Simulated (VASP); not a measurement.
MgO (rock salt): the cohesive energy from VASP (plane waves, PAW) at several levels of theory. Atoms are spin-polarised in a large box without symmetry, with the spin fixed by Hund's rule, and may not be in the lowest state of each functional; no zero-point energy is added.

```csv
level,cohesive energy (eV/atom),error against measurement
LDA,6.00,+15.4 %
PBE,5.00,-3.8 %
RPBE,4.63,-11.0 %
PBE-D3(BJ),5.29,+1.8 %
```

Measured: 5.20 eV/atom at 0 K (as given by Daniel Mejia-Rodriguez et al., Physical Review B (2018), arXiv:1807.09216; static lattice: zero-point vibration energy added).

The cell of the LDA run:

```yaml
crystal:
  lattice:
    - [0.00000, 2.07378, 2.07378]
    - [2.07378, 0.00000, 2.07378]
    - [2.07378, 2.07378, 0.00000]
  atoms:
    - { symbol: Mg, position: [0.00000, 0.00000, 0.00000] }
    - { symbol: O, position: [0.50000, 0.50000, 0.50000] }
```

Only levels that ran to the end are used. Left out are those held back, those with too coarse a band path, GW runs whose mesh misses a band edge, hybrids' fits of cells that aren't cubic and levels without matching references; a question may draw on a part of the rest.
